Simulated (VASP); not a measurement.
Write the native input for VASP 6.6.1 that does the following.

```yaml
Task: band structure
Functional: PBEsol
Potentials_or_basis: VASP PAW PBE potentials, release 64 (Zn, S, O)
Cutoff: 520 eV
k_mesh: 6 × 6 × 6
Occupations: gaussian, width 0.03 eV
Spin: no spin polarisation
Further_INCAR_settings: ALGO = Normal; EDIFF = 1e-07; NBANDS = 86
```

The structure of Zn4SO3 lies in POSCAR:

```
Zn4SO3                                  
1.0
    0.0000000000      0.0000000000     -5.4553485408
    3.3902641657      5.8721097803     -0.0000000000
    3.3242561962     -5.8340000614     -0.0000000000
  Zn              S               O             
     8     2     6
Direct
     0.5509761776254264    0.1529615087689198    0.3059230075377961
     0.4809052287725029    0.1489809257855075    0.8507200269533145
     0.4855485156849184    0.6681158587673328    0.3362317075346791
     0.4809052287725029    0.7017391111677297    0.8507200269532363
     0.0509761776254264    0.3470384912310802    0.6940769924622039
     0.9809052287725029    0.3510190742144925    0.1492799730466855
     0.9855485156849184    0.8318841412326672    0.6637682924653209
     0.9809052287725029    0.7982608888322703    0.1492799730467636
     0.6320309185298456    0.3432346938572942    0.6864693977145822
     0.1320309185298457    0.1567653061427058    0.3135306022854107
     0.6195410080388888    0.3446694515915182    0.1669976432482808
     0.6145119145370223    0.8333035625507764    0.6666071351015324
     0.6195410080388888    0.8223281816567405    0.1669976432482311
     0.1195410080388888    0.1553305484084818    0.8330023567517192
     0.1145119145370223    0.6666964374492236    0.3333928648984676
     0.1195410080388888    0.6776718183432595    0.8330023567517689
```

The cell was built by a generator and needn't be a form met in nature.

One way to write it, as run:

INCAR

```
SYSTEM = Zn4SO3
  PREC = Accurate
  ENCUT = 520
  EDIFF = 1E-7
  ISMEAR = 0
  SIGMA = 0.03
  LREAL = .FALSE.
  LASPH = .TRUE.
  NELM = 80
  ALGO = Normal
  ISIF = 2
  LWAVE = .FALSE.
  LCHARG = .FALSE.
  GGA = PS
  NBANDS = 86
  ICORELEVEL = 1
  KPAR = 4
```

KPOINTS

```
regular mesh
0
G
  6 6 6
  0 0 0
```

KPOINTS_OPT

```
explicit points
6
Reciprocal
 0.0000000000  0.0000000000  0.0000000000 1
 0.5000000000  0.0000000000  0.0000000000 1
 0.5000000000  0.3333333333  0.3333333333 1
 0.0000000000  0.3333333333  0.3333333333 1
 0.5000000000  0.5000000000  0.0000000000 1
 0.0000000000  0.5000000000  0.0000000000 1
```

Potentials or basis: VASP PAW PBE potentials, release 64 (Zn, S, O).

The run is started by

```sh
$ cat potpaw_PBE.64/Zn/POTCAR potpaw_PBE.64/S/POTCAR potpaw_PBE.64/O/POTCAR > POTCAR
$ mpirun -np 4 vasp_std > vasp.out
```

Results of the run:

```
Pressure                : 0.1 GPa
Largest force           : 0.005 eV/Å
Band gap on the k mesh  : 0.67 eV, direct
Band gap along the path : 0.67 eV, direct
```

Caveat: the PAW data sets were made with another functional, which shifts forces and pressure a little.

Run time: 4.3 min on 4 MPI ranks on Intel(R) Xeon(R) 6975P-C (Granite Rapids), on a shared host, peak memory 1.1 GiB a rank.
